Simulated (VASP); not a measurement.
An input for Ansatz (written as the equivalent of a VASP run, and not itself run):

Ansatz 0.2 input:
```yaml
crystal:
  lattice:
    - [4.5323519, 0.0000000, 0.0000000]
    - [0.0000000, 4.5323519, 0.0000000]
    - [0.0000000, 0.0000000, 2.9991680]
  atoms:
    - { symbol: Mg, position: [0.0000000, 0.0000000, 0.0000000] }
    - { symbol: Mg, position: [0.5000000, 0.5000000, 0.5000000] }
    - { symbol: F, position: [0.3027591, 0.3027591, 0.0000000] }
    - { symbol: F, position: [0.8027591, 0.1972409, 0.5000000] }
    - { symbol: F, position: [0.1972409, 0.8027591, 0.5000000] }
    - { symbol: F, position: [0.6972409, 0.6972409, 0.0000000] }
kpoints:
  mp_grid: { grid: [5, 5, 7] }
hamiltonian:
  xc: lda
  pseudopotentials: { kind: paw }
scf:
  occupations: { method: gaussian, width: 0.05 }
  max_iter: 100
relax:
  max_steps: 40
  f_tol: 0.02
  cell: {}
output: { forces: true, stress: true, eigenvalues: true }
```

Q: Write the VASP files for the same calculation (LDA).

A: This is not unique; one that fits is 
INCAR:
```
SYSTEM = MgF2
PREC = Accurate; ENCUT = 620; LREAL = F
LASPH = T
EDIFF = 1E-6; NELM = 100; ALGO = Normal
ISMEAR = 0; SIGMA = 0.05
IBRION = 2; NSW = 40; ISIF = 3
EDIFFG = -0.02
LWAVE = F; LCHARG = F
```

**KPOINTS**
```
K-points
0
Gamma
  5 5 7
```

### POSCAR
```
MgF2
1.0
  4.5323519143   0.0000000000   0.0000000000
  0.0000000000   4.5323519143   0.0000000000
  0.0000000000   0.0000000000   2.9991680484
Mg F
2 4
Cart
  0.0000000000   0.0000000000   0.0000000000
  2.2661759572   2.2661759572   1.4995840242
  1.3722107003   1.3722107003   0.0000000000
  3.6383866575   0.8939652568   1.4995840242
  0.8939652568   3.6383866575   1.4995840242
  3.1601412140   3.1601412140   0.0000000000
```

POTCAR, in this order: Mg F (LDA.64 set). Program: vasp_std.

What does not carry over: each code has its own PAW files, so the cut-off isn't converted (ENCUT is set for VASP's; basis.ecutwfc is left out, and Ansatz then takes the one that its files recommend); Ansatz stops its SCF on the density residual and VASP on the energy change (EDIFF); Ansatz's lda is the Perdew-Wang form, while the LDA potentials of VASP carry Perdew-Zunger's.

The compound is MgF2 in the rutile structure. This run relaxes it. Symmetry was kept, so distortions that lower it aren't found.
